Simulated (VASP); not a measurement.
VASP ran on this input.

### INCAR
```
SYSTEM = Te
PREC = Accurate
ENCUT = 400
EDIFF = 1E-6
NELM = 100
ALGO = Normal
LREAL = .FALSE.
LASPH = .TRUE.
ISMEAR = 0
SIGMA = 1.0
GGA = PE
LMAXMIX = 4
LWAVE = .FALSE.
LCHARG = .FALSE.
ISIF = 2
```

### POSCAR
```
Te
1
    2.2300000000    -3.8624730000     0.0000000000
    2.2300000000     3.8624730000     0.0000000000
    0.0000000000     0.0000000000     5.9300000000
Te
3
Direct
  0.0000000000   0.2630000000   0.6666670000
  0.7370000000   0.7370000000   0.0000000000
  0.2630000000   0.0000000000   0.3333330000
```

File KPOINTS:
```
Automatic mesh
0
Gamma
5 5 4
0 0 0
```

POTCAR, in this order: Te (PBE.64 set). Program: vasp_std.

Problem. Does this input run properly? What does VASP do?

Solution. There is a fault: SIGMA is far too large. The run ends without an error. Against the sound run, the energy per atom (σ→0) rises by 0.042 eV/atom; the pressure rises by 0.58 GPa; the largest force rises by 0.233 eV/Å.

File standard output:
```
 POSCAR found type information on POSCAR Te
 POSCAR found :  1 types and       3 ions
 Reading from existing POTCAR
 Reading from existing POTCAR
 LDA part: xc-table for (Slater+PW92), standard interpolation
 POSCAR, INCAR and KPOINTS ok, starting setup
 WAVECAR not read
 entering main loop
       N       E                     dE             d eps       ncg     rms          rms(c)
DAV:   1     0.669067617019E+02    0.66907E+02   -0.56833E+03   442   0.893E+02
DAV:   2    -0.519769863554E+01   -0.72104E+02   -0.69428E+02   583   0.144E+02
DAV:   3    -0.952622994502E+01   -0.43285E+01   -0.42792E+01   512   0.403E+01
DAV:   4    -0.960976354744E+01   -0.83534E-01   -0.83441E-01   629   0.675E+00
DAV:   5    -0.961024928022E+01   -0.48573E-03   -0.48571E-03   515   0.505E-01    0.126E+01
DAV:   6    -0.960006026571E+01    0.10189E-01   -0.13532E-02   472   0.806E-01    0.793E+00
DAV:   7    -0.959933247998E+01    0.72779E-03   -0.28630E-02   457   0.121E+00    0.240E-01
DAV:   8    -0.959896973331E+01    0.36275E-03   -0.47394E-03   452   0.445E-01    0.130E-01
DAV:   9    -0.959899645359E+01   -0.26720E-04   -0.13813E-04   586   0.897E-02    0.825E-02
DAV:  10    -0.959902619682E+01   -0.29743E-04   -0.37093E-05   470   0.436E-02    0.237E-02
DAV:  11    -0.959902461082E+01    0.15860E-05   -0.94347E-06   457   0.206E-02    0.781E-03
DAV:  12    -0.959902488495E+01   -0.27413E-06   -0.84495E-07   276   0.636E-03
   1 F= -.95990249E+01 E0= -.92726883E+01  d E =-.652673E+00
```

### OUTCAR
```
------------------------ aborting loop because EDIFF is reached ----------------------------------------
  FORCE on cell =-STRESS in cart. coord.  units (eV):
  Direction    XX          YY          ZZ          XY          YZ          ZX
  --------------------------------------------------------------------------------------
  Total        1.4013864      1.4013861      2.1346562      0.0000000      0.0000000      0.0000000
  in kB       21.9792799     21.9792764     33.4798503      0.0000000      0.0000000      0.0000000
  external PRESSURE =      25.8128022 kB  Pullay stress =       0.0000000 kB
  volume of cell :      102.15
      direct lattice vectors                 reciprocal lattice vectors
     2.230000000 -3.862473000  0.000000000     0.224215247 -0.129450743  0.000000000
     2.230000000  3.862473000  0.000000000     0.224215247  0.129450743  0.000000000
     0.000000000  0.000000000  5.930000000     0.000000000  0.000000000  0.168634064
 POSITION                                       TOTAL-FORCE (eV/Angst)
 -----------------------------------------------------------------------------------
      0.58649      1.01583      3.95334         0.271471      0.470202      0.000000
      3.28702      0.00000      0.00000        -0.542942      0.000000      0.000000
      0.58649     -1.01583      1.97666         0.271471     -0.470202     -0.000000
 -----------------------------------------------------------------------------------
    total drift:                               -0.000184     -0.000395      0.000011
  FREE ENERGIE OF THE ION-ELECTRON SYSTEM (eV)
  ---------------------------------------------------
  free  energy   TOTEN  =        -9.5990248849 eV

  energy  without entropy=       -8.9463516282  energy(sigma->0) =       -9.27268826
```
(Selected blocks of OUTCAR.)

To mend it, set SIGMA = 0.05.

The mended run (PBE GGA, plane waves, VASP's PBE PAW potentials (set 64)) converges, and its OSZICAR ends with
```
   1 F= -.93979939E+01 E0= -.93979939E+01  d E =-.361702E-14
```

The compound is Te in the trig structure. The cell was not relaxed at this level.
